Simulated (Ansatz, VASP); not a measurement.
Two plane-wave programs on Co2S

```
CELL_PARAMETERS angstrom
3.45433 0.00000 0.00000
-1.72717 2.99154 0.00000
0.00000 0.00000 3.72976
ATOMIC_POSITIONS crystal
Co 0.33333 0.66667 0.50000
Co 0.66667 0.33333 0.50000
S 0.00000 0.00000 0.00000
```

Alike in both runs: task relaxation of cell and atoms; functional PBE; k mesh 6 × 6 × 6; occupations gaussian, width 0.1 eV; collinear spin.

|  | VASP | Ansatz |
| --- | --- | --- |
| version | VASP 6.6.1 | Ansatz 0.2.0 |
| potentials or method | VASP PAW PBE potentials, release 64 (Co, S) | scalar-relativistic, plane waves, PAW |
| plane-wave cutoff (eV) | 600 | 420 |
| valence electrons in the cell | 24 | 40 |

|  | VASP | Ansatz | Ansatz less VASP |
| --- | --- | --- | --- |
| gap on the k mesh at the Fermi level, each at its own relaxed structure (eV) | none | none | - |
| net moment per atom (μB) | 1.25 | 1.26 | +0.012 |
| size of the moment on the site where the two differ most (μB) | 1.79 | 1.82 | +0.032 |
| relaxed volume (Å³/atom) | 12.91 | 13.00 | +0.086 |
| relaxed cell length with the largest relative difference (Å) | 2.907 | 2.918 | +0.0113 |
| energy change over the relaxation (meV/atom) | -464 | -482 | -17.9 |

Site moments also hang on the region over which each program counts them. A gap of «none» marks a metal or a gap that the smearing closes. The two sets of potentials don't hold the same shells in valence.
